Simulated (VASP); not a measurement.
An input for Quantum ESPRESSO's pw.x (written as the equivalent of a VASP run, and not itself run):

```
&CONTROL
  calculation = 'vc-relax'
  pseudo_dir = './pseudo'
  outdir = './out'
  tprnfor = .true.
  tstress = .true.
  nstep = 30
  forc_conv_thr = 0.00039
/
&SYSTEM
  ibrav = 0
  nat = 2
  ntyp = 1
  ecutwfc = 78
  occupations = 'smearing'
  smearing = 'methfessel-paxton'
  degauss = 0.00735
  input_dft = 'pbe'
/
&ELECTRONS
  conv_thr = 7.3e-09
  electron_maxstep = 100
/
&IONS
/
&CELL
  cell_dofree = 'shape'
/
ATOMIC_SPECIES
  Sc 44.956 Sc.upf
CELL_PARAMETERS angstrom
     1.6594227   -2.8742043    0.0000000
     1.6594227    2.8742043    0.0000000
     0.0000000    0.0000000    5.1618119
ATOMIC_POSITIONS crystal
  Sc   0.3333330  0.6666670  0.2500000
  Sc   0.6666670  0.3333330  0.7500000
K_POINTS automatic
  13 13 7 0 0 0
```

Problem. Translate this input to VASP (INCAR, KPOINTS, POSCAR, choice of POTCAR).

Solution. One answer among several that fit: 
POSCAR:
```
Sc
1.0
  1.6594226978  -2.8742043366   0.0000000000
  1.6594226978   2.8742043366   0.0000000000
  0.0000000000   0.0000000000   5.1618118800
Sc
2
direct
  0.3333330000   0.6666670000   0.2500000000
  0.6666670000   0.3333330000   0.7500000000
```

KPOINTS:
```
Automatic mesh
0
Gamma
13 13 7
0 0 0
```

**INCAR**
```
EDIFFG=-0.01   # ionic stop
GGA=PE   # PBE
SYSTEM=Sc
ISIF=4   # ions and shape, fixed volume
IBRION=2   # conjugate gradients
NELM=100   # most electronic steps
LREAL=F   # projection in real space or not
ALGO=Normal   # blocked Davidson
LWAVE=F
NSW=30   # most ionic steps
ISMEAR=1
SIGMA=0.1
LCHARG=F
ENCUT=520   # plane-wave cut-off (eV)
LMAXMIX=4
EDIFF=1E-7   # SCF stop (eV)
LASPH=T   # aspherical one-centre terms
PREC=Accurate
```

POTCAR, in this order: Sc_sv (PBE.64 set). Program: vasp_std.

The two are equivalent in intent, not identical: the potentials are each code's own (VASP's PAW set, PseudoDojo norm-conserving files in pw.x), so ENCUT and ecutwfc are chosen apart and not converted; conv_thr bounds pw.x's estimated SCF error, while EDIFF bounds the energy change between steps; forc_conv_thr acts on force components and is met together with etot_conv_thr.

The compound is Sc in the hcp structure. This run relaxes it. Symmetry was kept, so distortions that lower it aren't found.
